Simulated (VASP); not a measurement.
These are PBE GGA, VASP's PBE PAW potentials (set 64) (plane waves; VASP) values and carry that method's errors.

The input files of a VASP run:

File KPOINTS:
```
Regular mesh
0
Gamma
12 12 10
```

### POSCAR
```
CuAu
1.0
  2.8379164734   0.0000000000   0.0000000000
  0.0000000000   2.8379164734   0.0000000000
  0.0000000000   0.0000000000   3.7207261260
Cu Au
1 1
Cart
  0.0000000000   0.0000000000   0.0000000000
  1.4189582367   1.4189582367   1.8603630630
```

INCAR:
```
! general
SYSTEM =CuAu
PREC   =Accurate
ENCUT  =480
LREAL  =.FALSE.   ! projection in real space or not
LASPH  =.TRUE.   ! aspherical one-centre terms

! electronic loop
EDIFF  =1E-7   ! SCF stop (eV)
NELM   =100
ALGO   =Normal
LMAXMIX=6

! smearing
ISMEAR =1   ! Methfessel-Paxton
SIGMA  =0.1   ! width (eV)

! functional
GGA    =PE   ! PBE

! ions
IBRION =2
NSW    =40   ! most ionic steps
ISIF   =3   ! ions, shape and volume
EDIFFG =-0.01   ! ionic stop
PSTRESS=10   ! kbar

! output
LWAVE  =.FALSE.
LCHARG =.FALSE.
```

POTCAR, in this order: Cu Au (PBE.64 set). Program: vasp_std.

Unless said otherwise, spin-orbit coupling is left out, though it shifts the bands of the heavy elements here.

Problem. Predict the energy per atom (σ→0), volume per atom, band gap (on the k-mesh).

Solution. 
```json
{
  "energy per atom (σ→0)": "-3.535 eV/atom",
  "band gap (on the k-mesh)": "none (metal, semimetal or under 0.01 eV)",
  "volume_per_atom": "14.89 Å³/atom"
}
```

**OSZICAR**
```
...
DAV:   1    -0.707068555390E+01   -0.92375E-04   -0.41396E-03  5419   0.120E+00    0.112E-01
DAV:   2    -0.707054167794E+01    0.14388E-03   -0.15690E-03  5191   0.121E+00    0.573E-02
DAV:   3    -0.707047622262E+01    0.65455E-04   -0.61921E-04  5457   0.928E-01    0.424E-02
DAV:   4    -0.707046421392E+01    0.12009E-04   -0.36658E-05  6584   0.202E-01    0.209E-02
DAV:   5    -0.707046232226E+01    0.18917E-05   -0.82068E-06  7489   0.844E-02    0.444E-03
DAV:   6    -0.707046208602E+01    0.23624E-06   -0.11725E-06  7556   0.274E-02    0.103E-03
DAV:   7    -0.707046205531E+01    0.30710E-07   -0.28946E-08  2576   0.331E-03
  11 F= -.68845858E+01 E0= -.68845793E+01  d E =-.830998E-04
```

The compound is CuAu in the L1_0 structure. This run relaxes it under an external pressure of 1 GPa. Symmetry was kept, so distortions that lower it aren't found.
